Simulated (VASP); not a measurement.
# LuIn2Si2: single point with PBEsol

LuIn2Si2:

```
In Lu Si
1.0
     4.46606    0.00809   -0.03219
    -2.22602    3.88739   -0.00840
    -0.05118   -0.04497    7.06091
In Lu Si
2 1 2
Direct
  0.24969 0.59972 0.59926
  0.64586 0.31800 0.39561
  0.97743 0.96811 0.96392
  0.30364 0.74136 0.30384
  0.59183 0.25671 0.74734
```

The cell was built by a generator and needn't be a form met in nature.

```
Program             : VASP 6.6.1
Task                : single point
Functional          : PBEsol
Potentials or basis : VASP PAW PBE potentials, release 64 (In_d, Lu, Si)
Cutoff              : 520 eV
k mesh              : 5 × 5 × 3, shifted
Occupations         : fermi-dirac, width 0.1 eV
Spin                : no spin polarisation
```

| Item | Value |
| --- | --- |
| Pressure | 6.8 GPa |
| Largest force | 7.605 eV/Å |
| Band gap on the k mesh | none (metal or under the smearing width) |

Forces in eV/Å, atoms in the order of the input:
```
In   0.908 -1.253  7.231
In  -0.832  2.228 -2.124
Lu  -0.133 -0.223  0.382
Si   0.000 -1.213 -7.508
Si   0.057  0.460  2.019
```

Stress tensor (GPa, compression positive):
```
-1.03  3.65  0.93
 3.65  6.08 -0.38
 0.93 -0.38 15.38
```

Levels at points of the mesh, in eV from the Fermi level:
| k point | band 27 | band 28 | band 29 | band 30 | band 31 | band 32 |
| --- | --- | --- | --- | --- | --- | --- |
| (0.00, 0.50, 0.50) | -2.06 | -1.66 | -0.94 | -0.41 | 0.27 | 0.43 |

It took 17 min on 1 thread of Intel(R) Xeon(R) Platinum 8259CL CPU @ 2.50GHz (Skylake/Cascade Lake), with other jobs on the host, peak memory 0.37 GiB.

Caveat: the PAW data sets were made with another functional, which shifts forces and pressure a little. Spin-orbit coupling is left out, which matters for the levels of Lu.
